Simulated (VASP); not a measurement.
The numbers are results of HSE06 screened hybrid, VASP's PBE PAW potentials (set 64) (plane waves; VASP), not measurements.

The input files of a VASP run:

File KPOINTS_OPT:
```
named points and PBE's band edges
10
Reciprocal
  0.000000   0.000000   0.000000 1 ! GAMMA
  0.000000   0.000000   0.500000 1 ! A
  0.333330   0.333330   0.000000 1 ! K
  0.333330   0.333330   0.500000 1 ! H
  0.500000   0.000000   0.000000 1 ! M
  0.500000   0.000000   0.500000 1 ! L
  0.055560   0.000000   0.000000 1 ! near an edge
  0.185180   0.185180   0.000000 1 ! near an edge
  0.222220   0.222220   0.000000 1 ! near an edge
  0.148150   0.148150   0.000000 1 ! near an edge
```

File KPOINTS:
```
Automatic
0
gamma
  6 6 2
```

### POSCAR
```
MoSeS
1
    3.2497171510    -0.0000000000     0.0000000000
   -1.6248585755     2.8143373225     0.0000000000
    0.0000000000     0.0000000000    14.1383888647
Mo Se S
2 2 2
Direct
  0.0000000000   0.0000000000   0.2597176131
  0.0000000000   0.0000000000   0.7402823869
  0.6666670000   0.3333330000   0.8610075286
  0.3333330000   0.6666670000   0.1389924714
  0.3333330000   0.6666670000   0.3677485631
  0.6666670000   0.3333330000   0.6322514369
```

### INCAR
```
# general
SYSTEM   = MoSeS
PREC     = Accurate
ENCUT    = 400   # plane-wave cut-off (eV)
LREAL    = .FALSE.   # projection in real space or not
LASPH    = .TRUE.
ISYM     = 3

# electronic loop
EDIFF    = 1E-6   # SCF stop (eV)
NELM     = 60   # most electronic steps
ALGO     = Normal
LMAXMIX  = 4

# smearing
ISMEAR   = 0
SIGMA    = 0.05   # width (eV)

# functional
GGA      = PE   # PBE
LHFCALC  = .TRUE.
AEXX     = 0.25
HFSCREEN = 0.2   # 1/Angstrom
PRECFOCK = Fast

# ions
ISIF     = 2   # forces and stress, cell fixed

# output
LWAVE    = .FALSE.
LCHARG   = .FALSE.
```

POTCAR, in this order: Mo_sv Se S (PBE.64 set). Program: vasp_std. Read from the step before: WAVECAR.

The run wrote:

**OUTCAR**
```
 ion  position               nearest neighbor table
   1  0.000  0.000  0.260-   5 2.42   5 2.42   5 2.42   4 2.54   4 2.54   4 2.54
   2  0.000  0.000  0.740-   6 2.42   6 2.42   6 2.42   3 2.54   3 2.54   3 2.54
   3  0.667  0.333  0.861-   2 2.54   2 2.54   2 2.54
   4  0.333  0.667  0.139-   1 2.54   1 2.54   1 2.54
   5  0.333  0.667  0.368-   1 2.42   1 2.42   1 2.42
   6  0.667  0.333  0.632-   2 2.42   2 2.42   2 2.42
  LATTYP: Found a hexagonal cell.
 ALAT       =     3.2497171510
 C/A-ratio  =     4.3506521361
 Subroutine PRICEL returns:
 Original cell was already a primitive cell.
 Subroutine GETGRP returns: Found 12 space group operations
The static configuration has the point symmetry D_3d.
The dynamic configuration has the point symmetry D_3d.
 Subroutine INISYM returns: Found 12 space group operations
 Subroutine IBZKPT returns following result:
 Found     14 irreducible k-points:

 Following reciprocal coordinates:
            Coordinates               Weight
  0.000000  0.000000  0.000000      1.000000
  0.166667  0.000000  0.000000      6.000000
  0.333333  0.000000  0.000000      6.000000
  0.500000  0.000000  0.000000      3.000000
  0.166667  0.166667  0.000000      6.000000
  0.333333  0.166667  0.000000     12.000000
  0.333333  0.333333  0.000000      2.000000
  0.000000  0.000000  0.500000      1.000000
  0.166667  0.000000  0.500000      6.000000
  0.333333  0.000000  0.500000      6.000000
  0.500000  0.000000  0.500000      3.000000
  0.166667  0.166667  0.500000      6.000000
  0.333333  0.166667  0.500000     12.000000
  0.333333  0.333333  0.500000      2.000000
 Subroutine IBZKPT_HF returns following result:
   k-points           NKPTS =     14   k-points in BZ     NKDIM =     72   number of bands    NBANDS=     31
   number of dos      NEDOS =    301   number of ions     NIONS =      6
   total plane-waves  NPLWV =  55296
   dimension x,y,z NGX =    24 NGY =   24 NGZ =   96
   dimension x,y,z NGXF=    48 NGYF=   48 NGZF=  192
   ions per type =               2   2   2
   PREC   = accura    normal or accurate (medium, high low for compatibility)
   ISTART =      1    job   : 0-new  1-cont  2-samecut
   ICHARG =      0    charge: 1-file 2-atom 10-const
   ISPIN  =      1    spin polarized calculation?
   LNONCOLLINEAR =      F non collinear calculations
   LSORBIT =      F    spin-orbit coupling
   INIWAV =      1    electr: 0-lowe 1-rand  2-diag
   ENCUT  =  400.0 eV  29.40 Ry    5.42 a.u.   5.30  5.30 23.06*2*pi/ulx,y,z
   NELM   =     60;   NELMIN=  2; NELMDL=  0     # of ELM steps
   EDIFF  = 0.1E-05   stopping-criterion for ELM
   LREAL  =      F    real-space projection
   NLSPLINE    = F    spline interpolate recip. space projectors
   LMAXMIX     =    4 max onsite mixed and CHGCAR
   VOSKOWN=      0    Vosko Wilk Nusair interpolation
   EDIFFG = 0.1E-04   stopping-criterion for IOM
   NSW    =      0    number of steps for IOM
   NBLOCK =      1;   KBLOCK =      1    inner block; outer block
   IBRION =     -1    ionic relax: 0-MD 1-quasi-New 2-CG
   NFREE  =      0    steps in history (QN), initial steepest desc. (CG)
   ISIF   =      2    stress and relaxation
   ISYM   =      3    0-nonsym 1-usesym 2-fastsym
   TEIN   =    0.0    initial temperature
   TEBEG  =    0.0;   TEEND  =   0.0 temperature during run
   SMASS  =  -3.00    Nose mass-parameter (am)
   PSTRESS=    0.0 pullay stress
   NELECT =      52.0000    total number of electrons
   EFERMI =   0.00;   METHOD = LEGACY
   ISMEAR =     0;   SIGMA  =   0.05  broadening in eV -4-tet -1-fermi 0-gaus
   IALGO  =     38    algorithm
   LDIAG  =      T    sub-space diagonalisation (order eigenvalues)
   IMIX   =      1    mixing-type and parameters
     AMIX     =   0.40;   BMIX     =  1.00
     AMIX_MAG =   1.60;   BMIX_MAG =  1.00
...
```

**OSZICAR**
```
       N       E                     dE             d eps       ncg     rms          rms(c)
DAV:   1    -0.502819925775E+02   -0.50282E+02   -0.15392E+00   910   0.753E+00    0.384E+00
DAV:   2    -0.502357834991E+02    0.46209E-01   -0.19135E-01   896   0.339E+00    0.217E+00
DAV:   3    -0.502433553233E+02   -0.75718E-02   -0.40767E-02   959   0.105E+00    0.107E+00
DAV:   4    -0.502390978843E+02    0.42574E-02   -0.99940E-03   955   0.640E-01    0.539E-01
DAV:   5    -0.502396914945E+02   -0.59361E-03   -0.36760E-03  1038   0.243E-01    0.289E-01
DAV:   6    -0.502394369030E+02    0.25459E-03   -0.79847E-04   973   0.200E-01    0.170E-01
DAV:   7    -0.502394770579E+02   -0.40155E-04   -0.15543E-04  1032   0.572E-02    0.865E-02
DAV:   8    -0.502394591859E+02    0.17872E-04   -0.56361E-05   966   0.533E-02    0.417E-02
DAV:   9    -0.502394635103E+02   -0.43244E-05   -0.11988E-05   915   0.155E-02    0.226E-02
DAV:  10    -0.502394632088E+02    0.30152E-06   -0.33133E-06   774   0.125E-02
   1 F= -.50239463E+02 E0= -.50239463E+02  d E =-.103752E-13
       N       E                     dE             ncg
```

**OUTCAR**
```
------------------------ aborting loop because EDIFF is reached ----------------------------------------
  FORCE on cell =-STRESS in cart. coord.  units (eV):
  Direction    XX          YY          ZZ          XY          YZ          ZX
  --------------------------------------------------------------------------------------
  Total       -3.3500715     -3.3500709     -3.6918646      0.0000000      0.0000000      0.0000000
  in kB      -41.5090724    -41.5090640    -45.7440603      0.0000000      0.0000000      0.0000000
  external PRESSURE =     -42.9207322 kB  Pullay stress =       0.0000000 kB
  volume of cell :      129.31
      direct lattice vectors                 reciprocal lattice vectors
     3.249717151  0.000000000  0.000000000     0.307719089  0.177661717  0.000000000
    -1.624858576  2.814337323  0.000000000     0.000000000  0.355323433  0.000000000
     0.000000000  0.000000000 14.138388865     0.000000000  0.000000000  0.070729417
 POSITION                                       TOTAL-FORCE (eV/Angst)
 -----------------------------------------------------------------------------------
      0.00000      0.00000      3.67199        -0.000000      0.000000     -0.140433
      0.00000      0.00000     10.46640         0.000000      0.000000      0.140433
      1.62486      0.93811     12.17326         0.000000      0.000000     -0.639894
     -0.00000      1.87623      1.96513         0.000000      0.000000      0.639894
     -0.00000      1.87623      5.19937        -0.000000      0.000000     -0.496875
      1.62486      0.93811      8.93902        -0.000000     -0.000000      0.496875
 -----------------------------------------------------------------------------------
    total drift:                                0.000005     -0.000009     -0.000135
  FREE ENERGIE OF THE ION-ELECTRON SYSTEM (eV)
  ---------------------------------------------------
  free  energy   TOTEN  =       -50.2394632088 eV

  energy  without entropy=      -50.2394632088  energy(sigma->0) =      -50.23946321

  exchange ACFDT corr.  =         0.00000000  see jH, gK, PRB 81, 115126
```
(Selected blocks of OUTCAR.)

Without a dispersion term in the relaxation, distances and binding between the weakly bound layers, chains or molecules are unreliable, and so is what depends on them.

The structure comes from a computed database's MoSeS entry (P-3m1); how it stands against other phases isn't given here. It was relaxed first.
